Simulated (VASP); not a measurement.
These are PBE GGA, VASP's PBE PAW potentials (set 64) (plane waves; VASP) values and carry that method's errors.

The input files of a VASP run:

**KPOINTS_OPT**
```
k-points along high-symmetry lines
10
Line-mode
Reciprocal
  0.000000   0.000000   0.000000 ! GAMMA
  0.000000   0.500000   0.000000 ! X

  0.000000   0.500000   0.000000 ! X
  0.500000   0.500000   0.000000 ! M

  0.500000   0.500000   0.000000 ! M
  0.000000   0.000000   0.000000 ! GAMMA

  0.000000   0.000000   0.000000 ! GAMMA
  0.500000   0.500000   0.500000 ! R

  0.500000   0.500000   0.500000 ! R
  0.000000   0.500000   0.000000 ! X

  0.500000   0.500000   0.500000 ! R
  0.500000   0.500000   0.000000 ! M
```

### INCAR
```
SYSTEM = AuZn
PREC = Accurate
ENCUT = 300
EDIFF = 1E-6
NELM = 100
ALGO = Normal
LREAL = .FALSE.
LASPH = .TRUE.
ISMEAR = 1
SIGMA = 0.2
GGA = PE
LMAXMIX = 6
LWAVE = .FALSE.
LCHARG = .FALSE.
ISIF = 2
```

**POSCAR**
```
AuZn
1
    3.1500000000     0.0000000000     0.0000000000
    0.0000000000     3.1500000000     0.0000000000
    0.0000000000     0.0000000000     3.1500000000
Zn Au
1 1
Direct
  0.5000000000   0.5000000000   0.5000000000
  0.0000000000   0.0000000000   0.0000000000
```

### KPOINTS
```
Automatic mesh
0
Gamma
10 10 10
0 0 0
```

POTCAR, in this order: Zn Au (PBE.64 set). Program: vasp_std.

At this cut-off the stress carries a Pulay error, which pulls relaxed volumes low. Unless said otherwise, spin-orbit coupling is left out, though it shifts the bands of the heavy elements here.

### Question
What does the run give for the energy per atom (σ→0), pressure, band gap (over mesh and band path)?

### Answer

energy per atom (σ→0): -2.371 eV/atom
band gap (over mesh and band path): none (metal, semimetal or under 0.01 eV)
pressure: 3.91 GPa

### OSZICAR
```
...
DAV:   7    -0.475041718216E+01    0.26819E-01   -0.34643E-02  2109   0.451E+00    0.286E+00
DAV:   8    -0.474189785397E+01    0.85193E-02   -0.10251E-02  1897   0.112E+00    0.153E-01
DAV:   9    -0.474190103430E+01   -0.31803E-05   -0.31338E-04  1988   0.283E-01    0.736E-02
DAV:  10    -0.474191231994E+01   -0.11286E-04   -0.42502E-05  2003   0.929E-02    0.177E-02
DAV:  11    -0.474191285539E+01   -0.53544E-06   -0.53112E-06  1855   0.511E-02
   1 F= -.47419129E+01 E0= -.47417927E+01  d E =-.360580E-03
       N       E                     dE             ncg
       N       E                     dE             ncg
```

The structure is a typed AuZn crystal. The cell was not relaxed at this level. The electron count is odd and the run is not spin-polarised, which forces a metal.
